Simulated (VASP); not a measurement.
Here is the system:

```xyz
9
Lattice="5.0872 0.0000 0.0000 -2.5436 4.4056 0.0000 0.0000 0.0000 5.5692" Properties=species:S:1:pos:R:3 pbc="T T T"
Si    -1.2718     2.2028     1.8564
Si     2.5436     0.0000     0.0000
Si     1.2718     2.2028     3.7128
O      0.9547     3.4883     4.6410
O      2.5436     2.5709     2.7846
O     -0.9547     3.4883     0.9282
O      1.5889     0.9174     4.6410
O      0.0000     1.8347     2.7846
O      3.4983     0.9174     0.9282
```

Computed with PBEsol GGA, VASP's PBE PAW potentials (set 64) (plane waves; VASP). Run with 520 eV cut-off, 6×6×5 Γ-centred mesh, tetrahedra with Blöchl corrections, potentials Si O.

Question: Predict the energy per atom (σ→0).

Answer: 
The energy per atom (σ→0) comes out as -8.218 eV/atom.

Only differences to runs with the same potentials and settings are physical.

The structure comes from a computed database's SiO2 entry (P6_422); how it stands against other phases isn't given here. It was relaxed first.
